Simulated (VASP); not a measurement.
Computed with PBE GGA, VASP's PBE PAW potentials (set 64) (plane waves; VASP).

VASP ran on this input.

**KPOINTS**
```
kpoints
0
gamma
 8 8 8
```

**POSCAR**
```
CaO
4.8390960
  0.0000000000   0.5000000248   0.5000000248
  0.5000000248   0.0000000000   0.5000000248
  0.5000000248   0.5000000248   0.0000000000
Ca O
1 1
direct
  0.0000000000   0.0000000000   0.0000000000
  0.5000000000   0.5000000000   0.5000000000
```

### INCAR
```
! general
SYSTEM  =  CaO
PREC    =  Accurate
ENCUT   =  520
LREAL   =  .False.
LASPH   =  .True.

! electronic loop
EDIFF   =  1E-6
NELM    =  100
ALGO    =  Normal

! smearing
ISMEAR  =  0
SIGMA   =  0.05

! functional
GGA     =  PE

! output
LWAVE   =  .True.
LCHARG  =  .False.
```

POTCAR, in this order: Ca_sv O (PBE.64 set). Program: vasp_std.

The resulting files:

### OUTCAR
```
 ion  position               nearest neighbor table
   1  0.000  0.000  0.000-   2 2.42   2 2.42   2 2.42   2 2.42   2 2.42   2 2.42
   2  0.500  0.500  0.500-   1 2.42   1 2.42   1 2.42   1 2.42   1 2.42   1 2.42
  LATTYP: Found a face centered cubic cell.
 ALAT       =     4.8390962398
 Subroutine PRICEL returns:
 Original cell was already a primitive cell.
 Subroutine GETGRP returns: Found 48 space group operations
The static configuration has the point symmetry O_h .
The dynamic configuration has the point symmetry O_h .
 Subroutine INISYM returns: Found 48 space group operations
 Subroutine IBZKPT returns following result:
 Found     29 irreducible k-points:

 Following reciprocal coordinates:
            Coordinates               Weight
  0.000000  0.000000  0.000000      1.000000
  0.125000  0.000000  0.000000      8.000000
  0.250000  0.000000  0.000000      8.000000
  0.375000  0.000000  0.000000      8.000000
  0.500000  0.000000  0.000000      4.000000
  0.125000  0.125000  0.000000      6.000000
  0.250000  0.125000  0.000000     24.000000
  0.375000  0.125000  0.000000     24.000000
  0.500000  0.125000  0.000000     24.000000
 -0.375000  0.125000  0.000000     24.000000
 -0.250000  0.125000  0.000000     24.000000
 -0.125000  0.125000  0.000000     12.000000
  0.250000  0.250000  0.000000      6.000000
  0.375000  0.250000  0.000000     24.000000
  0.500000  0.250000  0.000000     24.000000
 -0.375000  0.250000  0.000000     24.000000
 -0.250000  0.250000  0.000000     12.000000
  0.375000  0.375000  0.000000      6.000000
  0.500000  0.375000  0.000000     24.000000
 -0.375000  0.375000  0.000000     12.000000
  0.500000  0.500000  0.000000      3.000000
  0.375000  0.250000  0.125000     24.000000
  0.500000  0.250000  0.125000     48.000000
 -0.375000  0.250000  0.125000     24.000000
...
```

### OSZICAR
```
       N       E                     dE             d eps       ncg     rms          rms(c)
DAV:   1     0.133389851544E+03    0.13339E+03   -0.88190E+03   696   0.137E+03
DAV:   2    -0.770871481775E+01   -0.14110E+03   -0.13273E+03   816   0.336E+02
DAV:   3    -0.143114875211E+02   -0.66028E+01   -0.65533E+01   888   0.766E+01
DAV:   4    -0.145140647622E+02   -0.20258E+00   -0.20242E+00  1016   0.123E+01
DAV:   5    -0.145161701383E+02   -0.21054E-02   -0.21053E-02   864   0.123E+00    0.856E+00
DAV:   6    -0.128509338278E+02    0.16652E+01   -0.88420E+00   808   0.275E+01    0.369E+00
DAV:   7    -0.128062655712E+02    0.44668E-01   -0.73181E-01   936   0.834E+00    0.175E+00
DAV:   8    -0.128072987469E+02   -0.10332E-02   -0.83025E-02   756   0.328E+00    0.436E-01
DAV:   9    -0.128052413005E+02    0.20574E-02   -0.25713E-02   876   0.129E+00    0.139E-01
DAV:  10    -0.128056939348E+02   -0.45263E-03   -0.23120E-03   752   0.485E-01    0.272E-02
DAV:  11    -0.128057401475E+02   -0.46213E-04   -0.37988E-04  1000   0.160E-01    0.291E-02
DAV:  12    -0.128057267843E+02    0.13363E-04   -0.55207E-05   808   0.807E-02    0.482E-03
DAV:  13    -0.128057266698E+02    0.11452E-06   -0.40842E-06   912   0.194E-02
   1 F= -.12805727E+02 E0= -.12805727E+02  d E =-.968651E-11
```

File OUTCAR:
```
------------------------ aborting loop because EDIFF is reached ----------------------------------------
  FORCE on cell =-STRESS in cart. coord.  units (eV):
  Direction    XX          YY          ZZ          XY          YZ          ZX
  --------------------------------------------------------------------------------------
  Total       -0.0004573     -0.0004573     -0.0004573     -0.0000000      0.0000000     -0.0000000
  in kB       -0.0258651     -0.0258651     -0.0258651     -0.0000000      0.0000000     -0.0000000
  external PRESSURE =      -0.0258651 kB  Pullay stress =       0.0000000 kB
  volume of cell :       28.33
      direct lattice vectors                 reciprocal lattice vectors
     0.000000000  2.419548120  2.419548120    -0.206650157  0.206650157  0.206650157
     2.419548120  0.000000000  2.419548120     0.206650157 -0.206650157  0.206650157
     2.419548120  2.419548120  0.000000000     0.206650157  0.206650157 -0.206650157
  FREE ENERGIE OF THE ION-ELECTRON SYSTEM (eV)
  ---------------------------------------------------
  free  energy   TOTEN  =       -12.8057266698 eV

  energy  without entropy=      -12.8057266698  energy(sigma->0) =      -12.80572667
```
(Selected blocks of OUTCAR.)

The compound is CaO in the rock salt structure. It was relaxed first.
